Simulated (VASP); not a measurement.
Data:

```yaml
crystal:
  lattice:
    - [0.00000, 2.75145, 2.75145]
    - [2.75145, 0.00000, 2.75145]
    - [2.75145, 2.75145, 0.00000]
  atoms:
    - { symbol: Ge, position: [0.00000, 0.00000, 0.00000] }
    - { symbol: Ge, position: [0.25000, 0.25000, 0.25000] }
```

The numbers are results of PBE GGA, VASP's PBE PAW potentials (set 64) (plane waves; VASP), not measurements. Run with PREC = Normal, 500 eV cut-off, 4×4×4 Γ-centred mesh, Gaussian smearing of 0.010 eV, potentials Ge_d_GW.

**Question.** What does the run give for the energy per atom (σ→0), pressure, band gap (on the k-mesh) with the smallest direct gap where there is one?

**Answer.** 
The band gap (on the k-mesh) is 0.45 eV, the smallest direct gap (on the k-mesh) is 0.82 eV and the energy per atom (σ→0) comes out as -413.2 kJ/mol-atom. The pressure is 10.68 GPa.

The compound is Ge in the diamond structure. This cell is one point of a volume scan, at 0.92 of the reference volume. The k-mesh is coarse (spacing up to 0.49 per Å, 2π included), so the numbers may not be converged in it.
